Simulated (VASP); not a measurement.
Wanted: the native input for a VASP 6.6.1 run.

```yaml
Task: relaxation of cell and atoms
Functional: PBE
Potentials_or_basis: VASP PAW PBE potentials, release 64 (Zr_sv, B, C)
Cutoff: 600 eV
k_mesh: 8 × 8 × 8
Occupations: gaussian, width 0.05 eV
Spin: no spin polarisation
Further_INCAR_settings: ALGO = Fast; EDIFF = 1e-06; IBRION = 2; EDIFFG = -0.005; NSW = 40; ISIF = 3
```

The structure of ZrB4C lies in POSCAR:

```
ZrB4C
1.0
    0.0000000000      2.9816600000      2.9816600000
    2.9816600000      0.0000000000      2.9816600000
    2.9816600000      2.9816600000      0.0000000000
Zr B C
1 4 1
Direct
    0.2500000000      0.2500000000      0.2500000000
    0.6404400000      0.0786700000      0.6404400000
    0.0786700000      0.6404400000      0.6404400000
    0.6404400000      0.6404400000      0.0786700000
    0.6404400000      0.6404400000      0.6404400000
    0.0000000000      0.0000000000      0.0000000000
```

The cell was built by a generator and needn't be a form met in nature.

The input as run:

INCAR

```
ALGO = Fast
EDIFF = 1E-6
EDIFFG = -0.005
ENCUT = 600
GGA = PE
IBRION = 2
ISIF = 3
ISMEAR = 0
LASPH = True
LCHARG = False
LREAL = False
LWAVE = False
NELM = 80
NSW = 40
PREC = Accurate
SIGMA = 0.05
```

KPOINTS

```
k-points
0
Gamma
  8 8 8
```

Potentials or basis: VASP PAW PBE potentials, release 64 (Zr_sv, B, C).

The run is started by

```bash
$ cat potpaw_PBE.64/Zr_sv/POTCAR potpaw_PBE.64/B/POTCAR potpaw_PBE.64/C/POTCAR > POTCAR
$ mpirun -np 1 vasp_std > vasp.out
```

It gave:

```yaml
Relaxed_volume: 8.82 Å³/atom
Relaxed_cell: a = 4.213 Å, b = 4.213 Å, c = 4.213 Å, α = 60.00°, β = 60.00°, γ = 60.00°
Space_group_after_relaxing_to_0.05_Å: F-43m (No. 216)
Energy_gained_by_relaxing: 0.2 meV/atom
Ionic_steps: 5
Pressure_after_relaxing: 0.0 GPa
Band_gap_on_the_k_mesh: none (metal or under the smearing width)
```

Wall time 9.2 min on 1 thread of Intel(R) Xeon(R) Platinum 8375C CPU @ 2.90GHz (Ice Lake), on a shared host, peak memory 0.27 GiB.
